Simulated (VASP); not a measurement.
Given:

```yaml
crystal:
  lattice:
    - [4.89032, 0.00000, 0.00000]
    - [0.00000, 5.54531, 0.00000]
    - [0.00000, 0.00000, 2.67060]
  atoms:
    - { symbol: Fe, position: [0.50000, 0.50000, 0.50000] }
    - { symbol: Fe, position: [0.00000, 0.00000, 0.00000] }
    - { symbol: P, position: [0.32808, 0.86679, 0.50000] }
    - { symbol: P, position: [0.67192, 0.13321, 0.50000] }
    - { symbol: P, position: [0.82808, 0.63321, 0.00000] }
    - { symbol: P, position: [0.17192, 0.36679, 0.00000] }
```

These are LDA (Ceperley-Alder, Perdew-Zunger), VASP's LDA PAW potentials (set 64) (plane waves; VASP 6.6.1) values and carry that method's errors. Run with 400 eV cut-off, 5×5×9 Γ-centred mesh, tetrahedra with Blöchl corrections, potentials Fe P.

What does the run give for the energy per atom (σ→0)?

The energy per atom (σ→0) is -7.860 eV/atom.

Only differences to runs with the same potentials and settings are physical.

The structure comes from a computed database's FeP2 entry (Pnnm); how it stands against other phases isn't given here. It was relaxed first. The run is not spin-polarised, so no magnetic state was tried.
